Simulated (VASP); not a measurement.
Data:

```yaml
crystal:
  lattice:
    - [2.86865, 0.00000, 0.00000]
    - [0.00000, 2.86865, 0.00000]
    - [0.00000, 0.00000, 2.86865]
  atoms:
    - { symbol: Al, position: [0.50000, 0.50000, 0.50000] }
    - { symbol: Fe, position: [0.00000, 0.00000, 0.00000] }
```

Calculation: PBE GGA, VASP's PBE PAW potentials (set 64) (plane waves; VASP). Numerical set-up: PREC = Normal, EDIFF = 1E-5, 400 eV cut-off, 14×14×14 Γ-centred mesh, first-order Methfessel-Paxton smearing of 0.10 eV, potentials Al Fe.

Task: Estimate the energy per atom (σ→0), band gap (on the k-mesh) with the smallest direct gap where there is one.

Result: 
| Item | Result |
|---|---|
| band gap (on the k-mesh) | none (metal, semimetal or under 0.01 eV) |
| energy per atom (σ→0) | -6306 meV/atom |

The absolute energy has meaning only against runs of the same code, potentials and settings.

The compound is FeAl in the CsCl type structure. It was relaxed first. The run is not spin-polarised, so no magnetic state was tried. The electron count is odd and the run is not spin-polarised, which forces a metal.
